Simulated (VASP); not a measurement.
## MnAl15N16 (a cell with a defect): single point with PBEsol+U

The system is MnAl15N16 (a cell with a defect).

```
Mn Al N
1.0
     6.22000    0.00000    0.00000
    -3.11000    5.38668    0.00000
     0.00000    0.00000    9.96000
Mn Al N
1 15 16
Direct
  0.33308 0.16654 0.99886
  0.33136 0.16430 0.49794
  0.33313 0.66616 0.00099
  0.33167 0.66478 0.49952
  0.83154 0.16401 0.00060
  0.83091 0.16341 0.49941
  0.83134 0.66611 0.00078
  0.83081 0.66474 0.49949
  0.16354 0.33067 0.25166
  0.16463 0.33264 0.74654
  0.16353 0.82967 0.25166
  0.16475 0.83127 0.74681
  0.66508 0.33072 0.25162
  0.66697 0.33251 0.74642
  0.66376 0.83014 0.24992
  0.66484 0.83143 0.74913
  0.33071 0.16355 0.20145
  0.33221 0.16552 0.68956
  0.33022 0.66359 0.19119
  0.33300 0.66610 0.68927
  0.83097 0.16381 0.19098
  0.83109 0.16312 0.68913
  0.83081 0.66354 0.19109
  0.83133 0.66603 0.68925
  0.16389 0.33180 0.44201
  0.15928 0.33897 0.93642
  0.16350 0.82943 0.44196
  0.15946 0.82037 0.93706
  0.66614 0.33164 0.44198
  0.67919 0.33907 0.93612
  0.66422 0.83068 0.43985
  0.66516 0.83185 0.94068
```

```yaml
Program: VASP 6.6.1
Task: single point
Functional: PBEsol
Potentials_or_basis: VASP PAW PBE potentials, release 64 (Mn_pv, Al, N)
Cutoff: 450 eV
k_mesh: 3 × 3 × 2
Occupations: gaussian, width 0.03 eV
Spin: collinear spin, ferromagnetic start
Fixed_moment: 4 μB
Hubbard_terms: Mn d U = 5.5 eV
Dq: 0
Further_INCAR_settings: LREAL = Auto; ALGO = Normal; EDIFF = 1e-05; ISYM = 0
```

| Quantity | Value |
| --- | --- |
| Largest force | 0.417 eV/Å |
| Net moment | 4.00 μB per cell |
| Site moments | Mn +4.13; Al +0.00, +0.01; N -0.02, +0.00, -0.00, -0.11 μB |
| Valence electrons inside the program's atomic spheres | Mn 11.66; Al 0.81, 0.82; N 3.82, 3.83, 3.84, 3.85, 3.81 |

Forces in eV/Å, atoms in the order of the input:
```
Mn  -0.011 -0.014  0.071
Al  -0.010  0.010 -0.035
Al  -0.012 -0.014 -0.024
Al   0.005 -0.002  0.001
Al   0.000  0.016 -0.008
Al   0.003  0.004  0.008
Al   0.029 -0.010 -0.007
Al   0.003 -0.003  0.007
Al   0.026  0.007  0.003
Al  -0.026  0.010  0.008
Al   0.005  0.017  0.006
Al   0.004 -0.050  0.010
Al  -0.018 -0.002 -0.001
Al   0.016  0.018  0.004
Al   0.015  0.020 -0.007
Al   0.006  0.006  0.018
N   -0.003  0.010  0.307
N   -0.006 -0.004  0.033
N    0.013  0.003 -0.014
N    0.024  0.004  0.002
N   -0.011  0.015 -0.011
N   -0.005 -0.004  0.007
N   -0.003  0.003 -0.014
N   -0.024  0.007  0.004
N   -0.016 -0.003  0.005
N   -0.321  0.168 -0.122
N    0.010 -0.010  0.009
N   -0.002 -0.391 -0.146
N    0.013  0.008  0.005
N    0.305  0.165 -0.111
N    0.000  0.012 -0.009
N   -0.008  0.005  0.001
```

Eigenvalues of the final occupation matrices:
```csv
site,spin,trace,eigenvalues
site 1 d,1,4.52,0.84 0.84 0.94 0.95 0.95
site 1 d,2,0.46,0.04 0.04 0.12 0.13 0.13
```

Run time: 11 min on 1 thread of Intel(R) Xeon(R) 6975P-C (Granite Rapids), on a shared host, peak memory 0.69 GiB.

Caveat: the k mesh is coarse (spacing up to 0.39 Å⁻¹), so the values aren't converged; the PAW data sets were made with another functional, which shifts forces and pressure a little; the total moment is fixed, so each spin has its own Fermi level; only a ferromagnetic start was run, and an antiferromagnetic order may lie lower in energy. The state reached can hang on the start; a lower one may exist.
